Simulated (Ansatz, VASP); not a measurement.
# HfB2: VASP beside Ansatz, part 2 of 2

Wanted: the spread between two codes on one cell, functional and k mesh. The cell is taken from a series of runs on this material, whose earlier steps may have relaxed, scaled, displaced or heated it; both programs get it as it stands.

VASP 6.6.1 and Ansatz 0.2.0.

So far: The structure; VASP: zone-centre phonons, PBEsol.

## Step 3: Ansatz: zone-centre phonons, PBEsol

Level of this step: Ansatz beside VASP: Kohn-Sham DFT, plane waves, PBEsol (Ansatz).

Ansatz runs on its PAW soft_1 files.

The same cell, functional, mesh and smearing now go to Ansatz, which takes its cutoff from its data sets.

input.yaml

```yaml
crystal:
  lattice:
    - [3.121461282, 0.0, 0.0]
    - [-1.560730641, 2.7032647671, 0.0]
    - [0.0, 0.0, 3.4816710116]
  atoms:
    - { symbol: B, position: [0.3333333332, 0.6666666668, 0.5] }
    - { symbol: B, position: [0.6666666668, 0.3333333332, 0.5] }
    - { symbol: Hf, position: [0.0, 0.0, 0.0] }
kpoints:
  mp_grid: { grid: [15, 15, 12] }
hamiltonian:
  xc: pbesol
  pseudopotentials: { kind: paw, azcp: { folder: soft_1 }, xc_functional: pbe }
scf:
  occupations: { method: methfessel_paxton, width: 0.2 }
output:
  eigenvalues: true
phonons:
  method: dfpt
```

Run with:

```sh
$ ansatz run input.yaml --threads 4 --pin off --max-ram 10240MiB --backend cpu --events-out ev --progress --plain --runs-dir out
```

Numbers of over 12 decimals in the logs are rounded to 6 here.

The log of the run:

```text
zone centre: on kpoints.mp_grid the ground state, and the responses unless they are solved on pairs of k-points, stand on 448 of the mesh's 2700 k-points, reduced under 4 symmetry operations, with k and −k counted as one. Each operation leaves every solved displacement unchanged or reverses it
Engine: ansatz 0.2.0, aarch64-unknown-linux-gnu
Pseudopotentials: kind: paw
Pseudopotential: B, paw, valence charge 3, recommended cutoff 420 eV (normal), soft_1/B.paw.azcp
Pseudopotential: Hf, paw, valence charge 26, recommended cutoff 420 eV (normal), soft_1/Hf.paw.azcp
Functional definition: PBEsol
  exchange = pbesol_x
  correlation = pbesol_c
Crystal: 3 atoms, lattice volume = 29.379 Å³
Basis set: ecut = 420 eV, 563 PW (Γ), exchange–correlation on 48×48×48 points (8 copies of the dense FFT grid, shifted against one another)
Bands: 20, of which v1, the nominal top of the filled ones, is band 16 counted from 1 (15 counted from 0)
Symmetry: 24 space group operations
k-points: 448 of 2700 (irreducible under 4 space group operations, time reversal used)
Non-local potential: B, projectors of the file, l = 0: 2, l = 1: 2, l = 2: 1
Non-local potential: Hf, projectors of the file, l = 0: 3, l = 1: 2, l = 2: 2, l = 3: 3
PAW form: soft (Blöchl's): semilocal exchange-correlation on the pseudo side does not see the compensation charge
PAW frozen core: B, regenerated for the run's functional, and the local potential with it (the file was generated under x = pbe(κ = 0.804, μ = 0.219515), c = pbe(β = 0.066725))
PAW frozen core: Hf, regenerated for the run's functional, and the local potential with it (the file was generated under x = pbe(κ = 0.804, μ = 0.219515), c = pbe(β = 0.066725))
PAW one-centre angular grid: B, 110 points (default); XC on 64 Gauss nodes
PAW one-centre angular grid: Hf, 590 points (default); XC on 64 Gauss nodes
Initial density: superposition of atomic densities (chi_scale 0.1, normalization cell, long waves kept (reshape's long-wave potential 0.00 eV rms))
Initial wavefunctions: pseudopotential atomic-orbital guess
Functional: x = pbesol(κ = 0.804, μ = 0.123457), c = pbesol(β = 0.046)
SCF iter   1: F=—  HF=-15907.981061 eV  |F-HF|=—  |Δ(HF+E_count)|=         —  Δρ=6.50e-2  dr2=1.94e0  ethr=3.10e-3  ⟨swp⟩=4.1  Hψ=35080  notcnv=0
preconditioner: auto → none  [metal: Δε(μ)=0.072 eV  Ē_g=16.653 eV  σ=0.200 eV  W_gap=0.29  n_scr=8 (ndim 8)  ℏωp=37.5 eV  f_vac=0.000  D(μ)=0.23/eV (n_scr^D=0)  sad-step TF]
SCF iter   2: F=—  HF=-15907.570060 eV  |F-HF|=—  |Δ(HF+E_count)|=   4.11e-1  S|Δr|=    0.00e0  Δρ=3.46e-2  dr2=5.66e-1  ethr=3.10e-3  ⟨swp⟩=3.0  Hψ=19063  notcnv=0
SCF iter   3: F=—  HF=-15907.439336 eV  |F-HF|=—  |Δ(HF+E_count)|=   1.31e-1  S|Δr|=    0.00e0  Δρ=1.14e-2  dr2=2.64e-2  ethr=1.77e-3  ⟨swp⟩=2.1  Hψ=18695  notcnv=0
SCF iter   4: F=—  HF=-15907.376455 eV  |F-HF|=—  |Δ(HF+E_count)|=   6.29e-2  S|Δr|=    0.00e0  Δρ=2.96e-3  dr2=1.24e-3  ethr=8.23e-5  ⟨swp⟩=2.2  Hψ=17766  notcnv=0
SCF iter   5: F=—  HF=-15907.379653 eV  |F-HF|=—  |Δ(HF+E_count)|=   3.20e-3  S|Δr|=    0.00e0  Δρ=8.28e-4  dr2=2.63e-4  ethr=3.88e-6  ⟨swp⟩=2.0  Hψ=16483  notcnv=0
SCF iter   6: F=—  HF=-15907.379454 eV  |F-HF|=—  |Δ(HF+E_count)|=   1.99e-4  S|Δr|=    0.00e0  Δρ=1.38e-4  dr2=1.09e-5  ethr=8.21e-7  ⟨swp⟩=2.0  Hψ=16146  notcnv=0
SCF iter   7: F=—  HF=-15907.379452 eV  |F-HF|=—  |Δ(HF+E_count)|=   2.00e-6  S|Δr|=    0.00e0  Δρ=2.96e-5  dr2=2.67e-7  ethr=3.41e-8  ⟨swp⟩=2.7  Hψ=15280  notcnv=0
SCF iter   8: F=—  HF=-15907.379453 eV  |F-HF|=—  |Δ(HF+E_count)|=   2.10e-7  S|Δr|=    0.00e0  Δρ=2.81e-6  dr2=8.20e-10  ethr=8.34e-10  ⟨swp⟩=2.4  Hψ=14059  notcnv=0
SCF iter   9: F=—  HF=-15907.379453 eV  |F-HF|=—  |Δ(HF+E_count)|=  1.26e-10  S|Δr|=    0.00e0  Δρ=2.32e-7  dr2=2.56e-11  ethr=2.56e-12  ⟨swp⟩=2.2  Hψ=16069  notcnv=0
SCF iter  10: F=-15907.379453 eV  HF=-15907.379453 eV  |F-HF|=3.64e-12  |Δ(HF+E_count)|=  9.09e-12  S|Δr|=    0.00e0  Δρ=2.87e-8  dr2=1.56e-13  ethr=1.00e-12  ⟨swp⟩=5.6  Hψ=41343  notcnv=0
the search or the solves at the SCF's close seem to have found levels that the self-consistency loop had missed (the run counts 3). By its estimate they hold under 1e-12 electrons; where the run keeps them, the occupations were computed again with them
SCF 1 converged in 10 iterations: F = -15907.379453 eV  dr2 = 1.56e-13
  greatest PAW one-centre occupation: 0.998 electrons in one spin orbital (limit 2), on the Hf atom at site 2 (counted from 0), in its partial waves of l = 0
DFPT response loops at Γ: preconditioner auto → Kerker (q_TF=auto, 2.767 Å⁻¹) (partly filled bands, converged f_vac=0.000); β = 1.00, the filter's whole step (`scf.mixing.beta` (0.50) is not read by the response loops under this deck's `scf.mixing.preconditioner`; to damp them name `kerker` or `kerker_dos`, under which they read `scf.mixing.beta`, and type it under 1.00, their step now; both keys bind the ground state too); Broyden in place of MSR1
SCF converged after 10 iterations
Stability not checked: this state was not tested for a lower state beside it, because cold or Methfessel-Paxton smearing, or corrected tetrahedra, fill the levels in a way that the test cannot read (fill_not_monotonic; see scf.lower_state_search)
Free energy (F): -15907.379453 eV
Harris-Foulkes:  -15907.379453 eV  (|F-HF|=3.64e-12)
Internal energy: -15907.379949 eV  (E = F + TS)
E sigma→0 (E₀):  -15907.379577 eV
Entropy (-TS):   0.000496 eV (0.165 meV/atom)
Fermi energy:    19.282266 eV
--- Per-component energies (eV) ---
  E_band       = 90.591285
  E_kinetic    = 512.232258
  E_local      = -6496.923857  (includes V_loc(G=0)·N_el)
  E_nonlocal   = 81.980149
  E_hartree    = 3199.023580
  E_xc         = -332.663431
  E_vxc        = -335.526666  (∫ρ·V_xc dr)
  E_paw        = -7727.395325  (= ΣΔE_a)
  E_vpaw       = -69.217892  (= ΣTr[D̂ρ^β])
  E_aug_tail   = 0.000129  (compensation charges beyond the density's cutoff)
  E_ewald      = -5144.913931
  E_core_change = 1.280478  (= ΣΔE_core)
  E_smearing   = 0.000496  (= −TS)
  E_closure    = -0.000000  (closes the sum)
  Σ components = -15907.379453   (vs F -15907.379453, Δ=0.00e0)
--- Band table (eV; the first three rows and the last of 448) ---
  k-point 0: bands = [... 12 lower, 16.1666, 16.3987, 16.3987, 16.5191, 23.3025, 23.3025, 23.9134, 23.9134]
  k-point 1: bands = [... 12 lower, 15.2714, 16.4707, 16.4707, 17.3739, 22.5022, 22.5022, 23.6756, 23.6756]
  k-point 2: bands = [... 12 lower, 14.1890, 16.6834, 16.6834, 18.3592, 21.5114, 21.5114, 23.0499, 23.0499]
  k-point 447: bands = [... 12 lower, 12.0335, 14.1437, 14.7848, 16.3555, 23.2251, 24.5343, 24.7016, 25.8560]
--- Phonons (Γ-DFPT): 4 representative perturbations + reference, on 448 of 2700 k-points (Σ response iterations 12) ---
  k mesh reduced under 4 symmetry operations, with k and −k counted as one. Each operation leaves every solved displacement unchanged or reverses it
  ASR residual: 9.121e-6 → 0.000e0 eV/Å²; symmetrization residual: 9.585e-7 eV/Å²
  ASR residual per site (eV/Å²): 9.12e-6 9.12e-6 2.51e-6
  Γ frequencies (cm⁻¹): 0.00 0.00 0.00 443.46 443.46 466.18 554.15 828.32 828.32
  non-analytic LO–TO correction: not included (Born effective charges unavailable; polar crystals: no LO–TO splitting at Γ)
```

## Step 4: Side by side

Known differences besides the potentials themselves: the data sets hold 32 valence electrons in Ansatz (on its PAW soft_1 files) and 16 in VASP; the cutoff is 420 eV in Ansatz and 500 eV in VASP; Ansatz makes its cores anew for this functional, VASP keeps those of its PBE data sets. Total energies have different zeros and are not compared.

Both answers:

| quantity | Ansatz | VASP | difference |
| --- | --- | --- | --- |
| optical mode 1 to 2 (cm⁻¹) | 443.5 | 444.8 | -0.30 % |
| optical mode 3 (cm⁻¹) | 466.2 | 467.3 | -0.24 % |
| optical mode 4 (cm⁻¹) | 554.1 | 555.0 | -0.15 % |
| optical mode 5 to 6 (cm⁻¹) | 828.3 | 832.5 | -0.50 % |

Modes are paired by rising frequency, not by their patterns, so a pair may set unlike modes beside each other; they are those without the splitting of longitudinal modes.

## Step 5: Summary of results

- r.m.s. difference of the optical zone-centre modes, each program's sorted by frequency (zone-centre phonons, PBEsol): 2.6 cm⁻¹

The r.m.s. difference of the optical zone-centre modes, each program's sorted by frequency is 2.6 cm⁻¹ (zone-centre phonons, PBEsol). The data sets hold unlike numbers of valence electrons (32 in Ansatz and 16 in VASP), so part of the differences may come from the potentials. How closely two codes agree says nothing of how well the functional describes the real material.

[Lines on the potential files, build, host, timing and source positions are cut from VASP's logs without a mark.]

[Logs are printed without paths, hosts, clocks, repeated set-up lines and the standing remarks that a program may print on its own settings, such as how far it seeks lower states.]

[Hosts, paths, dates, database ids (printed as entryN), source tags and the programs' standing remarks are cut or masked in the printed files.]
